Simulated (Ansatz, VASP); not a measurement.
**ZnPS3 in two plane-wave programs**

Wanted: the spread between two codes on one cell, functional and k mesh. The cell is taken from a series of runs on this material, whose earlier steps may have relaxed, scaled, displaced or heated it; both programs get it as it stands.

Method: plane waves, with VASP 6.6.1 beside it; G0W0 gap at LDA, in Ansatz 0.2.0.

## (1) Starting point

It takes space group C2/m (No. 12, monoclinic). Conventional cell: a = 5.848 Å, b = 10.137 Å, c = 6.591 Å, α = 90.00°, β = 107.04°, γ = 90.00°. Zn has 6 S at 2.50 to 2.51 Å nearest. Nearest to P lie 3 S at 2.03 Å and 1 P at 2.19 Å. Nearest to S lie 1 P at 2.03 Å and 2 Zn at 2.50 Å. Nearest to S lie 1 P at 2.03 Å and 2 Zn at 2.51 Å. Farther neighbours and most contacts between anions are not listed.

## (2) VASP: G0W0 gap, LDA

Quasiparticle shifts depend on high empty states and on the cores, so they are the hardest test of two PAW sets.

Lines of VASP's logs that name or quote its potential files are left out, and so is its time.

The run reads the wave functions of an earlier VASP run, which isn't shown here.

INCAR reads:

```
SYSTEM = ZnPS3
PREC = Accurate
ENCUT = 430
ISMEAR = 0
SIGMA = 0.01
LREAL = .FALSE.
GGA = CA
NBANDS = 405
ALGO = EVGW0
NELMGW = 1
ENCUTGW = 90
NOMEGA = 64
PRECFOCK = Fast
NBANDSGW = 51
LWAVE = .FALSE.
LCHARG = .FALSE.
```

POSCAR reads:

```
ZnPS3
1.0
    2.9241439516     -5.0686337764      0.0002131003
    2.9241439516      5.0686337764      0.0002131003
   -1.9314010456      0.0000000000      6.3013826400
Zn P S
2 2 6
Direct
    0.6674819479      0.3325180521      0.0000000000
    0.3325180521      0.6674819479      0.0000000000
    0.9420357264      0.9420357264      0.8265338672
    0.0579642736      0.0579642736      0.1734661328
    0.5801548021      0.9164201668      0.7487598531
    0.0835798332      0.4198451979      0.2512401469
    0.7465943414      0.7465943414      0.2505942246
    0.2534056586      0.2534056586      0.7494057754
    0.4198451979      0.0835798332      0.2512401469
    0.9164201668      0.5801548021      0.7487598531
```

KPOINTS reads:

```
Automatic mesh
0
Gamma
2 2 2
0 0 0
```

The projector-augmented-wave data sets are Zn_sv_GW, P_GW and S_GW (LDA family, release 64).

The run is started by

```
$ export OMP_NUM_THREADS=3
$ mpirun -np 1 vasp_std
```

Numbers of over 12 decimals in the logs are rounded to 6 here.

The log of the run:

```text
[banner, memory and clock lines left out]
running    1 mpi-ranks, on    1 nodes
 distrk:  each k-point on    1 cores,    1 groups
 distr:  one band on    1 cores,    1 groups
 Offloading initialized ...    1 GPUs detected
 POSCAR found type information on POSCAR ZnP S
 POSCAR found :  3 types and      10 ions
|                                                                             |
|           W    W    AA    RRRRR   N    N  II  N    N   GGGG   !!!           |
|           W    W   A  A   R    R  NN   N  II  NN   N  G    G  !!!           |
|           W    W  A    A  R    R  N N  N  II  N N  N  G       !!!           |
|           W WW W  AAAAAA  RRRRR   N  N N  II  N  N N  G  GGG   !            |
|           WW  WW  A    A  R   R   N   NN  II  N   NN  G    G                |
|           W    W  A    A  R    R  N    N  II  N    N   GGGG   !!!           |
|                                                                             |
|     The default for ENCUTGWSOFT is different in this version of VASP.       |
|     please manually set ENCUTGWSOFT =90 in the INCAR file.                  |
|                                                                             |

 LDA part: xc-table for (Slater(with rela. corr.)+CA(PZ))
 , standard interpolation
 found WAVECAR, reading the header
 POSCAR, INCAR and KPOINTS ok, starting setup
 FFT: planning ... GRIDC
 FFT: planning ... GRID_SOFT
 FFT: planning ... GRID
 reading WAVECAR
 the WAVECAR file was read successfully
 initial charge from wavefunction
 available memory per node:   1533.48 GB, setting MAXMEM to   1570283

 The Fermi energy was updated, please check that it is located mid-gap
 values below the HOMO (VB) or above the LUMO (CB) will cause erroneous energies
 E-fermi :   5.3807

 calculate exact exchange contribution
 the WAVEDER file was read successfully
|                                                                             |
|           W    W    AA    RRRRR   N    N  II  N    N   GGGG   !!!           |
|           W    W   A  A   R    R  NN   N  II  NN   N  G    G  !!!           |
|           W    W  A    A  R    R  N N  N  II  N N  N  G       !!!           |
|           W WW W  AAAAAA  RRRRR   N  N N  II  N  N N  G  GGG   !            |
|           WW  WW  A    A  R   R   N   NN  II  N   NN  G    G                |
|           W    W  A    A  R    R  N    N  II  N    N   GGGG   !!!           |
|                                                                             |
|     Automatic setting of frequency mesh for GW failed. Frequency mesh       |
|     properly not suitable for determining QP energies. Consider             |
|     increasing number of kpoints.                                           |
|                                                                             |

energies w=
    0.000    0.000    1.309    0.000    2.615    0.000    3.915    0.000
    5.208    0.000    6.490    0.000    7.761    0.000    9.019    0.000
   10.261    0.000   11.488    0.000   12.699    0.000   13.894    0.000
   15.074    0.000   16.238    0.000   17.387    0.000   18.523    0.000
   19.647    0.000   20.760    0.000   21.863    0.000   22.959    0.000
   24.050    0.000   25.136    0.000   26.221    0.000   27.306    0.000
   28.394    0.000   29.487    0.000   30.587    0.000   31.698    0.000
   32.823    0.000   33.963    0.000   35.123    0.000   36.306    0.000
   37.517    0.000   38.758    0.000   40.035    0.000   41.353    0.000
   42.718    0.000   44.135    0.000   45.611    0.000   47.156    0.000
   48.777    0.000   50.485    0.000   52.292    0.000   54.212    0.000
   56.259    0.000   58.454    0.000   60.817    0.000   63.375    0.000
   66.159    0.000   69.207    0.000   72.563    0.000   76.285    0.000
   80.443    0.000   85.123    0.000   90.439    0.000   96.535    0.000
  103.605    0.000  111.906    0.000  121.793    0.000  133.771    0.000
  148.579    0.000  167.344    0.000  191.877    0.000  225.279    0.000
 responsefunction array rank=     374
 LDA part: xc-table for (Slater(with rela. corr.)+CA(PZ))
 , standard interpolation

 min. memory requirement per mpi rank    679.2 MB, per node    679.2 MB

 allocating  64 responsefunctions rank=   374
 shmem allocating  64 responsefunctions rank=   374
 response function shared by NCSHMEM nodes    1
 Doing            64  frequencies on each core in blocks of            64
NQ=   1    0.0000    0.0000    0.0000,
|.........|.........|.........|.........|.........|.........|.........|.........
 performed        496000 updates of chi_q(r,r)
 total number of BLAS operations        529.61 Gflops
NQ=   2    0.5000    0.0000    0.0000,
|.........|.........|.........|.........|.........|.........|.........|.........
 performed       1075000 updates of chi_q(r,r)
 total number of BLAS operations       1123.82 Gflops
NQ=   3    0.5000    0.5000    0.0000,
|.........|.........|.........|.........|.........|.........|.........|.........
 performed       1571000 updates of chi_q(r,r)
 total number of BLAS operations       1610.80 Gflops
NQ=   4    0.0000    0.0000    0.5000,
|.........|.........|.........|.........|.........|.........|.........|.........
 performed       2067000 updates of chi_q(r,r)
 total number of BLAS operations       2166.85 Gflops
NQ=   5    0.5000    0.0000    0.5000,
|.........|.........|.........|.........|.........|.........|.........|.........
 performed       2646000 updates of chi_q(r,r)
 total number of BLAS operations       2781.14 Gflops
NQ=   6    0.5000    0.5000    0.5000,
|.........|.........|.........|.........|.........|.........|.........|.........
 performed       3142000 updates of chi_q(r,r)
 total number of BLAS operations       3313.66 Gflops
 resolving degeneracies of screened two electron integrals

 calculate QP shifts <psi_nk| G(iteration)W_0 |psi_nk>: iteration 1
 entering main loop
```

OUTCAR, selected parts (step 2):

```text
ion  position               nearest neighbor table
   1  0.667  0.333  0.000-   5 2.50   6 2.50   9 2.50  10 2.50   7 2.51   8 2.51
   2  0.333  0.667  0.000-   9 2.50  10 2.50   5 2.50   6 2.50   7 2.51   8 2.51
   3  0.942  0.942  0.827-   5 2.03  10 2.03   8 2.03   4 2.19
   4  0.058  0.058  0.173-   6 2.03   9 2.03   7 2.03   3 2.19
   5  0.580  0.916  0.749-   3 2.03   1 2.50   2 2.50
   6  0.084  0.420  0.251-   4 2.03   1 2.50   2 2.50
   7  0.747  0.747  0.251-   4 2.03   2 2.51   1 2.51
   8  0.253  0.253  0.749-   3 2.03   2 2.51   1 2.51
   9  0.420  0.084  0.251-   4 2.03   2 2.50   1 2.50
  10  0.916  0.580  0.749-   3 2.03   2 2.50   1 2.50

  LATTYP: Found a base centered monoclinic cell.
 ALAT       =     5.8482879187
 B/A-ratio  =     1.7333735434
 C/A-ratio  =     1.1269504758
 COS(beta)  =    -0.2929784061

 Subroutine GETGRP returns: Found  4 space group operations
 (whereof  4 operations were pure point group operations)

The static configuration has the point symmetry C_2h.

 Found      6 irreducible k-points:

   k-points           NKPTS =      6   k-points in BZ     NKDIM =      8   number of bands    NBANDS=    405

   dimension x,y,z NGX =    40 NGY =   40 NGZ =   48
   dimension x,y,z NGXF=    80 NGYF=   80 NGZF=   96

   ENCUT  =  430.0 eV  31.60 Ry    5.62 a.u.   9.89  9.89 11.14*2*pi/ulx,y,z

   NELECT =      86.0000    total number of electrons

  energy-cutoff  :      430.00
  volume of cell :      186.79
      direct lattice vectors                 reciprocal lattice vectors
     2.924143952 -5.068633776  0.000213100     0.170986395 -0.098645912  0.052408070
     2.924143952  5.068633776  0.000213100     0.170986395  0.098645912  0.052408070
    -1.931401046  0.000000000  6.301382640    -0.000011565  0.000000000  0.158691786

 k-points in reciprocal lattice and weights: Automatic mesh
   0.00000000  0.00000000  0.00000000       0.125
   0.50000000  0.00000000  0.00000000       0.250
   0.50000000  0.50000000  0.00000000       0.125
   0.00000000  0.00000000  0.50000000       0.125
   0.50000000  0.00000000  0.50000000       0.250
   0.50000000  0.50000000  0.50000000       0.125

 E-fermi :   5.3807

 QP shifts <psi_nk| G(iteration)W_0 |psi_nk>: iteration 1
 for sc-GW calculations column KS-energies equals QP-energies in previous step
 and V_xc(KS)=  KS-energies - (<T + V_ion + V_H > + <T+V_H+V_ion>^1  + <V_x>^1)
 k-point   1 :       0.0000    0.0000    0.0000
  band No.  KS-energies  QP-energies   sigma(KS)   V_xc(KS)     V^pw_x(r,r')   Z            occupation Imag(sigma)
    ...
     40       3.4414       2.9628     -14.3483     -13.7330     -16.4900       0.7777       2.0000       0.4097
     41       3.5265       3.0348     -14.4563     -13.8237     -16.6320       0.7774       2.0000       0.4130
     42       3.9427       3.4130     -15.5993     -14.9183     -17.8463       0.7778       2.0000       0.3895
     43       3.9935       3.4651     -15.6595     -14.9797     -17.9058       0.7772       2.0000       0.3883
     44       6.4550       7.5205     -11.5239     -12.8651      -7.6232       0.7944       0.0000      -0.3960
     45       7.5674       8.7040     -11.3515     -12.7966      -7.2131       0.7865       0.0000      -0.4643
     46       7.6605       8.6424     -10.6702     -11.9051      -6.7646       0.7951       0.0000      -0.4182
     47       7.9704       8.9562     -10.8104     -12.0575      -6.8101       0.7905       0.0000      -0.4427
    ...

 k-point   2 :       0.5000    0.0000    0.0000
  band No.  KS-energies  QP-energies   sigma(KS)   V_xc(KS)     V^pw_x(r,r')   Z            occupation Imag(sigma)
    ...
     40       3.1923       2.6376     -14.6446     -13.9308     -16.9398       0.7771       2.0000       0.4323
     41       3.2806       2.7228     -15.0516     -14.3323     -17.3712       0.7754       2.0000       0.4265
     42       3.7034       3.1868     -14.9026     -14.2396     -17.0329       0.7791       2.0000       0.3865
     43       4.1186       3.5711     -15.3937     -14.6890     -17.6851       0.7769       2.0000       0.3963
     44       7.0581       8.0640     -11.2797     -12.5395      -7.4846       0.7985       0.0000      -0.3910
     45       7.2802       8.3054     -11.1233     -12.4235      -7.3135       0.7886       0.0000      -0.4216
     46       7.6335       8.5535     -10.9597     -12.1204      -7.1452       0.7926       0.0000      -0.4167
     47       7.6843       8.7621     -11.8145     -13.1849      -7.8873       0.7864       0.0000      -0.4415
    ...

 k-point   3 :       0.5000    0.5000    0.0000
  band No.  KS-energies  QP-energies   sigma(KS)   V_xc(KS)     V^pw_x(r,r')   Z            occupation Imag(sigma)
    ...
     40       3.2541       2.7043     -14.0910     -13.3796     -16.3716       0.7727       2.0000       0.4445
     41       3.4304       2.9045     -15.2287     -14.5503     -17.4651       0.7752       2.0000       0.4090
     42       4.0606       3.5377     -15.3943     -14.7216     -17.5786       0.7772       2.0000       0.3814
     43       4.3065       3.7683     -15.6258     -14.9328     -17.9189       0.7766       2.0000       0.3907
     44       6.7160       7.6818     -10.9726     -12.1770      -7.2875       0.8020       0.0000      -0.3684
     45       7.1338       8.0202     -10.9241     -12.0412      -7.2539       0.7934       0.0000      -0.3950
     46       7.3378       8.3122     -11.4717     -12.7045      -7.7274       0.7904       0.0000      -0.4137
     47       7.8680       8.9818     -11.3285     -12.7469      -7.2224       0.7852       0.0000      -0.4646
    ...

 k-point   4 :       0.0000    0.0000    0.5000
  band No.  KS-energies  QP-energies   sigma(KS)   V_xc(KS)     V^pw_x(r,r')   Z            occupation Imag(sigma)
    ...
     40       3.3742       2.8801     -14.3116     -13.6761     -16.4866       0.7774       2.0000       0.4171
     41       3.4519       2.9411     -14.4383     -13.7805     -16.6592       0.7765       2.0000       0.4207
     42       4.0097       3.4913     -15.6294     -14.9632     -17.8445       0.7782       2.0000       0.3834
     43       4.0744       3.5622     -15.6832     -15.0249     -17.8896       0.7780       2.0000       0.3815
     44       6.9309       8.0168     -11.8908     -13.2677      -7.9548       0.7887       0.0000      -0.4206
     45       7.5513       8.6114     -10.9248     -12.2660      -6.9009       0.7904       0.0000      -0.4392
     46       7.8013       8.8650     -11.1108     -12.4598      -7.0359       0.7885       0.0000      -0.4568
     47       7.9145       8.9580     -11.1391     -12.4495      -7.2217       0.7964       0.0000      -0.4154
    ...

[... 2 further parts left out ...]
```

[end of part 1 of 2]

[Lines on the potential files, build, host, timing and source positions are cut from VASP's logs without a mark.]

[Logs are printed without paths, hosts, clocks, repeated set-up lines and the standing remarks that a program may print on its own settings, such as how far it seeks lower states.]

[Hosts, paths, dates, database ids (printed as entryN), source tags and the programs' standing remarks are cut or masked in the printed files.]
